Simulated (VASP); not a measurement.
Given:

```xyz
2
Lattice="1.3650 -2.3642 0.0000 1.3650 2.3642 0.0000 0.0000 0.0000 4.3200" Properties=species:S:1:pos:R:3 pbc="T T T"
Os     1.3650     0.7881     1.0800
Os     1.3650    -0.7881     3.2400
```

These are SCAN meta-GGA, VASP's PBE PAW potentials (set 64) (plane waves; VASP) values and carry that method's errors. Settings: 520 eV cut-off, 14×14×8 Γ-centred mesh, first-order Methfessel-Paxton smearing of 0.10 eV, potentials Os.

The ions, cell shape and volume are relaxed. Which structure does the run end with?

```xyz
2
Lattice="1.3592 -2.3542 0.0000 1.3592 2.3542 0.0000 0.0000 0.0000 4.2749" Properties=species:S:1:pos:R:3 pbc="T T T"
Os     1.3592     0.7847     1.0687
Os     1.3592    -0.7847     3.2062
```
Space group P6_3/mmc (194), at a tolerance of 0.03 Å.

How do energy and volume change from the first to the last step?

The energy (σ→0) changes by -7.8 meV/atom and the volume by -1.9 %, in 9 ionic steps.

The compound is Os in the hcp structure. This run relaxes it. Symmetry was kept, so distortions that lower it aren't found.
